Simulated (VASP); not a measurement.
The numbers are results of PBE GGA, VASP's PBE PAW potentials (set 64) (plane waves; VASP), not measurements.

VASP ran on this input.

### INCAR
```
! general
SYSTEM  = Pb
PREC    = Accurate
ENCUT   = 300
LREAL   = F
LASPH   = T

! electronic loop
EDIFF   = 1E-6
NELM    = 100
ALGO    = Normal
LMAXMIX = 4

! smearing
ISMEAR  = -1
SIGMA   = 0.05

! functional
GGA     = PE

! ions
ISIF    = 2

! output
LWAVE   = F
LCHARG  = F
```

KPOINTS:
```
Automatic mesh
0
Gamma
11 11 11
0 0 0
```

File POSCAR:
```
Pb
1
    0.0000000000     2.5231950000     2.5231950000
    2.5231950000     0.0000000000     2.5231950000
    2.5231950000     2.5231950000     0.0000000000
Pb
1
Direct
  0.0000000000   0.0000000000   0.0000000000
```

POTCAR, in this order: Pb_d (PBE.64 set). Program: vasp_std.

Output of the run:

**OSZICAR**
```
       N       E                     dE             d eps       ncg     rms          rms(c)
DAV:   1     0.858366132965E+02    0.85837E+02   -0.54207E+03  1255   0.973E+02
DAV:   2    -0.773003589113E-01   -0.85914E+02   -0.84460E+02  1259   0.277E+02
DAV:   3    -0.350661409833E+01   -0.34293E+01   -0.34206E+01  1482   0.647E+01
DAV:   4    -0.357313491224E+01   -0.66521E-01   -0.66511E-01  1491   0.101E+01
DAV:   5    -0.357584566499E+01   -0.27108E-02   -0.27107E-02  1496   0.172E+00    0.485E-01
DAV:   6    -0.356851750135E+01    0.73282E-02   -0.11229E-02  1494   0.184E+00    0.265E-01
DAV:   7    -0.356645163335E+01    0.20659E-02   -0.60086E-03  1463   0.127E+00    0.877E-02
DAV:   8    -0.356640882308E+01    0.42810E-04   -0.40048E-04  1430   0.394E-01    0.116E-02
DAV:   9    -0.356640678752E+01    0.20356E-05   -0.11997E-05  1465   0.658E-02    0.524E-03
DAV:  10    -0.356640738505E+01   -0.59753E-06   -0.19099E-06  1326   0.152E-02
   1 F= -.35664074E+01 E0= -.35648912E+01  d E =-.303227E-02
```

File OUTCAR:
```
------------------------ aborting loop because EDIFF is reached ----------------------------------------
  FORCE on cell =-STRESS in cart. coord.  units (eV):
  Direction    XX          YY          ZZ          XY          YZ          ZX
  --------------------------------------------------------------------------------------
  Total       -0.1951247     -0.1951247     -0.1951247     -0.0000000     -0.0000000      0.0000000
  in kB       -9.7306159     -9.7306159     -9.7306159     -0.0000000     -0.0000000      0.0000000
  external PRESSURE =      -9.7306159 kB  Pullay stress =       0.0000000 kB
  volume of cell :       32.13
      direct lattice vectors                 reciprocal lattice vectors
     0.000000000  2.523195000  2.523195000    -0.198161458  0.198161458  0.198161458
     2.523195000  0.000000000  2.523195000     0.198161458 -0.198161458  0.198161458
     2.523195000  2.523195000  0.000000000     0.198161458  0.198161458 -0.198161458
 POSITION                                       TOTAL-FORCE (eV/Angst)
 -----------------------------------------------------------------------------------
      0.00000      0.00000      0.00000         0.000000      0.000000     -0.000000
 -----------------------------------------------------------------------------------
    total drift:                                0.000000      0.000000      0.000000
  FREE ENERGIE OF THE ION-ELECTRON SYSTEM (eV)
  ---------------------------------------------------
  free  energy   TOTEN  =        -3.5664073850 eV

  energy  without entropy=       -3.5633751114  energy(sigma->0) =       -3.56489125
```
(Selected blocks of OUTCAR.)

**OUTCAR**
```
 val. band max:        6.5970870027   @ k =   0.3636   0.2727   0.0000

 cond. band min:       6.6961659826   @ k =   0.2727   0.0000   0.0000


 Fermi energy:         6.6661382364

 k-point     1 :       0.0000    0.0000    0.0000
  band No.  band energies     occupation
      1     -10.3712      2.00000
      2     -10.3712      2.00000
      3     -10.3712      2.00000
      4     -10.2541      2.00000
      5     -10.2541      2.00000
      6      -4.7276      2.00000
      7      13.6166      0.00000
      8      13.6166      0.00000
      9      13.6166      0.00000
     10      16.3732      0.00000
     11      17.2599      0.00000

 k-point     2 :       0.0909    0.0000    0.0000
  band No.  band energies     occupation
      1     -10.3716      2.00000
      2     -10.3619      2.00000
      3     -10.3619      2.00000
      4     -10.2557      2.00000
      5     -10.2557      2.00000
      6      -4.5781      2.00000
      7      11.9567      0.00000
      8      13.4347      0.00000
      9      13.4347      0.00000
     10      15.9853      0.00000
     11      18.0892      0.00000

 k-point     3 :       0.1818    0.0000    0.0000
  band No.  band energies     occupation
      1     -10.3729      2.00000
      2     -10.3448      2.00000
      3     -10.3448      2.00000
      4     -10.2474      2.00000
      5     -10.2474      2.00000
      6      -4.1311      2.00000
      7       9.2728      0.00000
      8      13.0092      0.00000
      9      13.0092      0.00000
     10      15.5669      0.00000
     11      18.8011      0.00000

 k-point     4 :       0.2727    0.0000    0.0000
  band No.  band energies     occupation
      1     -10.3779      2.00000
      2     -10.3433      2.00000
      3     -10.3433      2.00000
      4     -10.2150      2.00000
      5     -10.2150      2.00000
      6      -3.4014      2.00000
      7       6.6962      0.70843
      8      12.5368      0.00000
      9      12.5368      0.00000
...
```

At this cut-off the stress carries a Pulay error, which pulls relaxed volumes low. Unless said otherwise, spin-orbit coupling is left out, though it shifts the bands of the heavy elements here.

The structure comes from a computed database's Pb entry; how it stands against other phases isn't given here. The cell was not relaxed at this level.
